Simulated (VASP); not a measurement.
Given:

```xyz
12
Lattice="4.0195 0.0000 0.0000 0.0000 4.0195 0.0000 0.0000 0.0000 32.1715" Properties=species:S:1:pos:R:3 pbc="T T T"
Na     0.0000     2.0097     9.0379
Na     2.0097     0.0000    11.8006
Na     0.0000     2.0097    14.6662
Na     2.0097     0.0000    17.5053
Na     0.0000     2.0097    20.3709
Na     2.0097     0.0000    23.1335
Cl     0.0000     2.0097    11.8345
Cl     2.0097     0.0000     8.9242
Cl     0.0000     2.0097    17.5071
Cl     2.0097     0.0000    14.6644
Cl     0.0000     2.0097    23.2472
Cl     2.0097     0.0000    20.3370
```

Level of theory: PBE GGA, VASP's PBE PAW potentials (set 64) (plane waves; VASP). Settings: PREC = Normal, 400 eV cut-off, 5×5×1 Γ-centred mesh, Gaussian smearing of 0.050 eV, potentials Na_pv Cl.

### Question
What does the run give for the energy per atom (σ→0), band gap (on the k-mesh) with the smallest direct gap where there is one?

### Answer

```
Property                                     Result
-----------------------------------  --------------
band gap (on the k-mesh)                    4.98 eV
smallest direct gap (on the k-mesh)         4.98 eV
energy per atom (σ→0)                -3.364 eV/atom
```

The absolute energy has meaning only against runs of the same code, potentials and settings.

The cell is a thin slab with vacuum, built from NaCl (rock salt): (100) face.
